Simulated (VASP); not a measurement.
# H-terminated Ge(111): relaxation, ionisation energy and affinity

Where do the bulk band edges lie against the vacuum outside H-terminated Ge(111)?

Method: PBEsol; plane waves and PAW (Ge), in the first sound run; inputs show where later runs differ, in VASP 6.6.1.

**Measured values to reproduce.**

For Ge, diamond (bulk Ge, quoted experimental value), “Highly heterogeneous epitaxy of flexoelectric BaTiO3-δ membrane on Ge” (2022, pmc:9151678) quotes earlier work: lattice constant a (conventional cubic cell) 5.658 Å [literature experimental value quoted without reference in the paper's DFT methods].

Report form: the programs' logs are mostly left out.

## 1. The structure

Symmetry: Fd-3m, No. 227, cubic system. Conventional cell: a = 5.660 Å, b = 5.660 Å, c = 5.660 Å, α = 90.00°, β = 90.00°, γ = 90.00°. Nearest to Ge lie 4 Ge at 2.45 Å.

Coordinates:

```xyz
2
Lattice="0.0000 2.8300 2.8300 2.8300 0.0000 2.8300 2.8300 2.8300 0.0000" Properties=species:S:1:pos:R:3 pbc="T T T"
Ge    0.0000    0.0000    0.0000
Ge    1.4150    1.4150    1.4150
```

## 2. Relaxing the bulk crystal

First cell and atoms are relaxed at a raised cutoff, so that later runs start from this functional's own cell.

Input file INCAR:

```
SYSTEM = Ge
PREC = Accurate
ENCUT = 350
EDIFF = 1E-06
NELM = 120
ISMEAR = 0
SIGMA = 0.03
LREAL = .FALSE.
ALGO = Normal
GGA = PS
NBANDS = 10
LORBIT = 11
LWAVE = .FALSE.
LCHARG = .FALSE.
KPAR = 4
LASPH = .TRUE.
IBRION = 2
NSW = 40
ISIF = 3
EDIFFG = -0.02
POTIM = 0.4
```

Input file POSCAR:

```
Ge
1.0
    0.0000000000      2.8300000000      2.8300000000
    2.8300000000      0.0000000000      2.8300000000
    2.8300000000      2.8300000000      0.0000000000
Ge
2
Direct
    0.0000000000      0.0000000000      0.0000000000
    0.2500000000      0.2500000000      0.2500000000
```

Input file KPOINTS:

```
Automatic mesh
0
Gamma
6 6 6
0 0 0
```

Potentials, in the order of the species: Ge (PBE family, release 64).

Run with:

```console
$ mpirun -np 4 vasp_std
```

Run time: 4.6 s. Hardware: 4 MPI ranks of AMD EPYC 7R43, shared host; peak memory 0.39 GiB; 15 s of CPU time.

The PAW data sets were made with PBE, which is usual practice but a small mismatch for other functionals. The data set Ge keeps the semicore shell frozen, which is cheaper and a little less accurate. The run keeps the 48 symmetry operations of its start, so it cannot find a distortion of lower symmetry.

Step by step:

```csv
step,energy less that of the first step (eV),largest force (eV/Å),pressure (GPa),volume (Å³)
1,0.0000,0.0000,1.50,45.33
2,-0.0052,0.0000,-0.09,46.45
```

```
conventional cell, symmetrised  before  after  change
                         a (Å)   5.660  5.706  +0.8 %
                         b (Å)   5.660  5.706  +0.8 %
                         c (Å)   5.660  5.706  +0.8 %
              volume (Å³/atom)   22.67  23.23  +2.5 %
```

Final coordinates:

```xyz
2
Lattice="0.0000 2.8531 2.8531 2.8531 0.0000 2.8531 2.8531 2.8531 0.0000" Properties=species:S:1:pos:R:3 pbc="T T T"
Ge    0.0000    0.0000    0.0000
Ge    1.4266    1.4266    1.4266
```

This step gave:

| Item | Value |
| --- | --- |
| electronic cycles | 15 |
| electrons | 8 |
| free energy (TOTEN) | -9.750 eV |
| energy at zero smearing | -9.749 eV |
| Fermi energy | 3.444 eV |

The run ended after 2 ionic steps, 0.005 eV below its first step, once forces and stress met EDIFFG = -0.02.

## 3. Band edges of the bulk

A static bulk run at the slab's cutoff gives the band edges and the core potentials that tie them to the slab.

Input file INCAR:

```
SYSTEM = Ge
PREC = Normal
ENCUT = 320
EDIFF = 1E-06
NELM = 120
ISMEAR = 0
SIGMA = 0.03
LREAL = .FALSE.
ALGO = Normal
GGA = PS
NBANDS = 10
LORBIT = 11
LWAVE = .FALSE.
LCHARG = .FALSE.
KPAR = 4
LASPH = .TRUE.
```

Input file POSCAR:

```
Ge
1.0
    0.0000000000      2.8531367420      2.8531367420
    2.8531367420      0.0000000000      2.8531367420
    2.8531367420      2.8531367420      0.0000000000
Ge
2
Direct
    0.0000000000      0.0000000000      0.0000000000
    0.2500000000      0.2500000000      0.2500000000
```

Input file KPOINTS:

```
Automatic mesh
0
Gamma
13 13 13
0 0 0
```

Run with:

```console
$ mpirun -np 4 vasp_std
```

Run time: 3.8 s. Hardware: 4 MPI ranks; peak memory 0.37 GiB; 13 s of CPU time.

This step gave:

```
electronic cycles   : 11
free energy (TOTEN) : -9.795 eV
Fermi energy        : 3.434 eV
metallic            : yes
```

The run ends at a pressure of -0.19 GPa.

## 4. Surface relaxation

This step: PBEsol; plane waves and PAW (Ge, H) (VASP 6.6.1).

System of this step: H-terminated Ge(111). The cell holds 12 atoms: 10 Ge and 2 H. Its edges and angles: a = 4.035 Å, b = 4.035 Å, c = 33.122 Å, α = 90.0°, β = 90.0°, γ = 60.0°. It derives from Ge. 10 layers of Ge at this functional's lattice, H on top and H below. Vacuum lies along c.

All atoms relax at the fixed cell.

Input file INCAR:

```
SYSTEM = Ge5H
PREC = Normal
ENCUT = 320
EDIFF = 1E-05
NELM = 120
ISMEAR = 0
SIGMA = 0.03
LREAL = .FALSE.
ALGO = Fast
GGA = PS
NBANDS = 33
LORBIT = 11
LWAVE = .FALSE.
LCHARG = .FALSE.
KPAR = 4
LASPH = .TRUE.
IBRION = 2
NSW = 60
ISIF = 2
EDIFFG = -0.03
POTIM = 0.4
MAXMIX = 40
IDIPOL = 3
LDIPOL = .TRUE.
DIPOL = 0.5 0.5 0.5
```

Input file POSCAR:

```
Ge5H
1.0
    4.0349446758      0.0000000000      0.0000000000
    2.0174723379      3.4943645921      0.0000000000
    0.0000000000      0.0000000000     33.1217037612
Ge H
10 2
Direct
    0.3333333300      0.3333333300      0.2886325000
    0.6666666700      0.6666666700      0.3134992600
    0.6666666700      0.6666666700      0.3880995600
    0.0000000000      0.0000000000      0.4129663200
    0.0000000000      0.0000000000      0.4875666200
    0.3333333300      0.3333333300      0.5124333800
    0.3333333300      0.3333333300      0.5870336800
    0.6666666700      0.6666666700      0.6119004400
    0.6666666700      0.6666666700      0.6865007400
    0.0000000000      0.0000000000      0.7113675000
    0.3333333300      0.3333333300      0.2415334700
    0.0000000000      0.0000000000      0.7584665300
```

Input file KPOINTS:

```
Automatic mesh
0
Gamma
9 9 1
0 0 0
```

Potentials, in the order of the species: Ge and H (PBE family, release 64).

Run with:

```console
$ mpirun -np 4 vasp_std
```

It took 89 s on 4 MPI ranks; peak memory 0.95 GiB; 5.9 min of CPU time.

The gap is read on the k-mesh alone, so it is an upper bound where the band edges lie off the mesh. The run keeps the 12 symmetry operations of its start, so it cannot find a distortion of lower symmetry.

Step by step:

| step | energy less that of the first step (eV) | largest force (eV/Å) |
| --- | --- | --- |
| 1 | 0.0000 | 0.3753 |
| 2 | -0.0067 | 0.1601 |
| 3 | -0.0067 | 0.1520 |
| 4 | -0.0087 | 0.1146 |
| 5 | -0.0109 | 0.0560 |
| 6 | -0.0116 | 0.0386 |
| 7 | -0.0120 | 0.0424 |
| 8 | -0.0124 | 0.0251 |

The atoms that moved most (Å):

```csv
atom,dx,dy,dz,length
Ge10,0.000,0.000,-0.033,0.033
Ge1,0.000,0.000,0.033,0.033
H11,0.000,0.000,0.025,0.025
H12,0.000,0.000,-0.025,0.025
Ge3,0.000,0.000,-0.014,0.014
Ge8,0.000,0.000,0.014,0.014
Ge7,0.000,0.000,0.010,0.010
Ge4,0.000,0.000,-0.010,0.010
```

The relaxed structure:

```cif
data_structure
_symmetry_space_group_name_H-M 'P 1'
_symmetry_Int_Tables_number 1
_cell_length_a 4.0349
_cell_length_b 4.0349
_cell_length_c 33.1217
_cell_angle_alpha 90.000
_cell_angle_beta 90.000
_cell_angle_gamma 60.000
_cell_volume 467.00
loop_
_atom_site_label
_atom_site_type_symbol
_atom_site_fract_x
_atom_site_fract_y
_atom_site_fract_z
_atom_site_occupancy
Ge1 Ge 0.33333 0.33333 0.28964 1
Ge2 Ge 0.66667 0.66667 0.31335 1
Ge3 Ge 0.66667 0.66667 0.38768 1
Ge4 Ge 0.00000 0.00000 0.41266 1
Ge5 Ge 0.00000 0.00000 0.48741 1
Ge6 Ge 0.33333 0.33333 0.51259 1
Ge7 Ge 0.33333 0.33333 0.58734 1
Ge8 Ge 0.66667 0.66667 0.61232 1
Ge9 Ge 0.66667 0.66667 0.68665 1
Ge10 Ge 0.00000 0.00000 0.71036 1
H11 H 0.33333 0.33333 0.24229 1
H12 H 0.00000 0.00000 0.75771 1
```

Numbers from this step:

```yaml
electronic_cycles: 53
electrons: 42
free_energy_toten: -54.9126 eV
fermi_energy: -0.3262 eV
metallic: no
dipole_moment: 0, 0, 0 e·Å
gap_on_the_k_mesh: 0.2378 eV
least_direct_gap_on_the_k_mesh: 0.2378 eV
```

The run ended after 8 ionic steps, 0.012 eV below its first step, once the forces on the free atoms met EDIFFG = -0.03.

## 5. Vacuum level and density of states

A static run writes the electrostatic potential without exchange and correlation (LVHAR), which is flat in the vacuum and gives the level to count from. The dipole correction cancels the field that unlike faces would set up across the vacuum.

Input file INCAR:

```
SYSTEM = Ge5H
PREC = Normal
ENCUT = 320
EDIFF = 1E-06
NELM = 120
ISMEAR = 0
SIGMA = 0.03
LREAL = .FALSE.
ALGO = Fast
GGA = PS
NBANDS = 33
LORBIT = 11
LWAVE = .FALSE.
LCHARG = .TRUE.
KPAR = 4
LASPH = .TRUE.
IDIPOL = 3
LDIPOL = .TRUE.
DIPOL = 0.5 0.5 0.5
LVHAR = .TRUE.
LVACPOTAV = .TRUE.
NEDOS = 1500
```

Input file POSCAR:

```
Ge5H
1.0
    4.0349446758      0.0000000000      0.0000000000
    2.0174723379      3.4943645921      0.0000000000
    0.0000000000      0.0000000000     33.1217037612
Ge H
10 2
Direct
    0.3333333300      0.3333333300      0.2896369513
    0.6666666700      0.6666666700      0.3133521334
    0.6666666700      0.6666666700      0.3876795156
    0.0000000000      0.0000000000      0.4126561903
    0.0000000000      0.0000000000      0.4874129552
    0.3333333300      0.3333333300      0.5125870448
    0.3333333300      0.3333333300      0.5873438097
    0.6666666700      0.6666666700      0.6123204844
    0.6666666700      0.6666666700      0.6866478666
    0.0000000000      0.0000000000      0.7103630487
    0.3333333300      0.3333333300      0.2422869664
    0.0000000000      0.0000000000      0.7577130336
```

KPOINTS is that of step 4.

Input file KPOINTS_OPT:

```
Line mode
14
Line-mode
Reciprocal
  0.00000000   0.00000000   0.00000000 GAMMA
  0.00000000  -0.50000000   0.00000000 M

  0.00000000  -0.50000000   0.00000000 M
  0.33333333  -0.33333333   0.00000000 K

  0.33333333  -0.33333333   0.00000000 K
  0.00000000   0.00000000   0.00000000 GAMMA
```

Run with:

```console
$ mpirun -np 4 vasp_std
```

Run time: 74 s. Hardware: 4 MPI ranks; peak memory 1.1 GiB; 4.9 min of CPU time.

Numbers from this step:

* electronic cycles: 22
* Fermi energy: -0.3258 eV
* least gap on mesh and path: 0.2379 eV
* least direct gap on mesh and path: 0.2379 eV
* vacuum levels: 3.866, 3.866 eV
* ionisation potentials of the upper and lower face: 4.312, 4.312 eV
* electron affinities of the upper and lower face: 4.074, 4.074 eV

The electronic bands at the labelled points (eV, zero at the valence-band top; v1 is the highest filled band, c1 the lowest empty one):

| point | v4 | v3 | v2 | v1 | c1 | c2 | c3 | c4 |
| --- | --- | --- | --- | --- | --- | --- | --- | --- |
| Γ | -0.33 | -0.33 | 0.00 | 0.00 | 0.24 | 0.38 | 0.42 | 0.69 |
| 0.46 of the way | -1.51 | -1.08 | -1.08 | -0.72 | 1.15 | 1.36 | 1.56 | 1.73 |
| M | -2.20 | -1.76 | -1.74 | -1.39 | 0.66 | 0.89 | 1.07 | 1.25 |
| 0.54 of the way | -2.84 | -2.64 | -2.12 | -1.80 | 1.44 | 1.87 | 2.26 | 2.52 |
| K | -2.60 | -2.38 | -2.38 | -2.30 | 1.88 | 1.88 | 1.94 | 2.87 |
| 0.46 of the way | -2.21 | -2.20 | -1.89 | -1.04 | 2.00 | 2.04 | 2.39 | 2.90 |
| Γ | -0.33 | -0.33 | 0.00 | 0.00 | 0.24 | 0.38 | 0.42 | 0.69 |

Of the projections kept (Ge, H), the largest for each band there; the rest of the weight can lie on other orbitals:

| point | v4 | v3 | v2 | v1 | c1 | c2 | c3 | c4 |
| --- | --- | --- | --- | --- | --- | --- | --- | --- |
| Γ | Ge 1.00 | Ge 1.00 | Ge 1.00 | Ge 1.00 | Ge 1.00 | Ge 1.00 | Ge 0.97 | Ge 0.99 |
| M | Ge 1.00 | Ge 1.00 | Ge 0.95 | Ge 1.00 | Ge 0.97 | Ge 1.00 | Ge 1.00 | Ge 0.98 |
| K | Ge 1.00 | Ge 0.99 | Ge 0.99 | Ge 1.00 | Ge 0.98 | Ge 0.98 | Ge 1.00 | Ge 1.00 |
| Γ | Ge 1.00 | Ge 1.00 | Ge 1.00 | Ge 1.00 | Ge 1.00 | Ge 1.00 | Ge 0.97 | Ge 0.99 |

The planar average of the electrostatic potential oscillates, so the rows of the table below give means over windows of 3.31 Å about each position, cut where the curve ends. Its maxima inside the range that stand out by 2 % of the span (Å: eV): 11.6: 1.99, 14.9: 2.06, 18.2: 2.06, 21.5: 1.99. Its minima: 9.9: -9.56, 13.2: -9.49, 16.6: -9.45, 19.9: -9.49, 23.2: -9.56.

Zero at the Fermi level. The planar average of the electrostatic potential by height; means over each step:

```csv
height (Å),planar average of the electrostatic potential (eV)
1.66,4.19
4.96,4.19
8.27,0.236
11.58,-3.56
14.89,-3.40
18.20,-3.40
21.52,-3.56
24.82,0.148
28.13,4.19
31.44,4.19
```

Density of states in the PAW spheres, an atom over height of the layer and energy from the Fermi level.

Ten even steps from '_' (0.000 states/eV) to '@' (0.539 states/eV), each cell a mean:
```
________________________
________________________
________________________
__......::....::......__
__------========------__
__==++++********++++==__
..**################**..
__**%%**++****++**%%**__
..**##@@%%++++%%@@##**..
..********####********..
::**++==++++++++==++**::
::**++----====----++**::
++@@**====----====**@@++
______....____....______
______............______
________________________
__....::::::::::::....__
____..::..::::..::..____
__::::::::::::::::::::__
__--================--__
__==##**++++++++**##==__
__==++--========--++==__
```
Columns: height of the layer (Å) from 8 to 25.1 (not evenly spaced); rows upwards: energy from the Fermi level (eV) from -7.9 to 0.5.

Valence density in the ca plane at fractional y = 0.000, with atoms of Ge and H within 0.2 Å of it. It is the smooth field of the valence electrons, not physical close to the nuclei.

Ten steps, logarithmic in the rise over the least value, from '0' (-0.1 e/Å³) to '9' (1.3 e/Å³), each cell a mean:
```
57765444444444445676568898644444444444444444
77765444455544445677777776544444444444444444
77665545556555555677776555444444444444444444
66665555667665555666665544444444444444444444
66665556677766555666655444444444444444444444
66665556777776555666654444444444444444444444
66665556677766555666655444444444444444444444
77665555566655555667765554444444444444444444
77765444555554445677777665544444444444444444
67765444444444445677677887644444444444444444
26765444444444445676058999654444444444444444
```
Columns run along c (16.0 Å, from fractional 0.49 to 0.98 of the cell), rows up along a (4.0 Å). Atoms in or near the plane, at fractional coordinates: Ge at (0.71, 0.00), H at (0.76, 0.00).

Electrostatic potential energy in the ca plane at fractional y = 0.000, with atoms of Ge and H within 0.2 Å of it. With pseudopotentials it is smooth inside the atoms' cores, unlike the true potential.

Values in eV, 6 rows by 16 columns, each cell a mean:
```
  4   4   4   4   4   4   4   3   3   3   3   1 -19 -19 -11 -21
  4   4   4   4   4   4   4   3   1   0   2   1  -5  -4   0  -7
  4   4   4   4   4   4   4   3  -1  -3   0   0  -1   2   3   0
  4   4   4   4   4   4   4   3  -1  -2   1   0  -1   2   2   0
  4   4   4   4   4   4   4   3   2   1   2   1 -10  -9  -2 -14
  4   4   4   4   4   4   4   4   3   3   3   1 -19 -19 -13 -15
```
Columns run along c (16.0 Å, from fractional 0.02 to 0.51 of the cell; values clipped at the 3rd and 97th percentile), rows up along a (4.0 Å). Atoms in or near the plane, at fractional coordinates: Ge at (0.41, 0.00), Ge at (0.49, 0.00).

The map of layer states is cut here 0.5 eV above the Fermi level, so it leaves out the states above that.

The vacuum level lies 4.31 eV above the highest filled level at the upper face; both faces agree, as the slab has next to no dipole.

The program found no field-free point at its default tolerance, but its printed level agrees with the flat part of the planar average.

## 6. Lining up bulk and slab

This step: band edges against the vacuum, PBEsol; plane waves and PAW (VASP 6.6.1).

This step runs nothing: it gathers the runs above.

This step gave:

* ionisation energy: 4.183 eV
* offset spread: 0.01010 eV
* bulk gap: 0 eV
* slab gap: 0.2379 eV

The averaged core potentials of the four middle atoms lie -3.750 eV from those of the bulk run. The Fermi level of the gapless bulk (3.434 eV), moved by that offset, is taken from the upper vacuum level (3.866 eV).

## 7. Summary of results

```
ionisation energy : 4.18 eV
```

The bulk Fermi level lies 4.18 eV below the vacuum of H-terminated Ge(111); the bulk gap is closed at this level, so no affinity is given. The offsets of the four middle atoms spread by 0.01 eV; a shift common to all four would not show in it. One thickness was run. Semilocal band edges put the valence top too high and the gap too small. Spin-orbit coupling, left out here, would raise the valence top further.

Calculation against experiment:

```
              quantity  measured          PBEsol
lattice constant a (Å)     5.658  5.706 (+0.9 %)
```

Measured values from pmc:9151678 (2022).

Verdict: The lattice constant a is off by +0.9 %: fair agreement. The grades are ours: good and fair within 0.7 and 1.5 % for the lattice constant a. Zero-point motion and thermal expansion are not in the computed lattice constants. As a rule both would widen the computed cell, so the excess over experiment is if anything larger than shown.

[Lines on the potential files, build, host, timing and source positions are cut from VASP's logs without a mark.]

[Logs are printed without paths, hosts, clocks, repeated set-up lines and the standing remarks that a program may print on its own settings, such as how far it seeks lower states.]

[Hosts, paths, dates, database ids (printed as entryN), source tags and the programs' standing remarks are cut or masked in the printed files.]

[Runs that stopped without an error message from VASP are left out.]
